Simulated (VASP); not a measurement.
Data:

```
KF
1.0
    0.00000     2.64848     2.64848
    2.64848     0.00000     2.64848
    2.64848     2.64848     0.00000
K F
1 1
Direct
  0.00000   0.00000   0.00000
  0.50000   0.50000   0.50000
```

Calculation: PW91 GGA, VASP's PBE PAW potentials (set 64) (plane waves; VASP). Numerical set-up: 520 eV cut-off, 8×8×8 Γ-centred mesh, Gaussian smearing of 0.050 eV, potentials K_sv F.

Question: Give the stress tensor in GPa (positive for a compressed cell).

Answer: 
```
2.20  0.00  0.00
0.00  2.20  0.00
0.00  0.00  2.20
```
The pressure is its mean diagonal, 2.20 GPa.

The compound is KF in the rock salt structure. This cell is one point of a volume scan, at 0.94 of the reference volume.
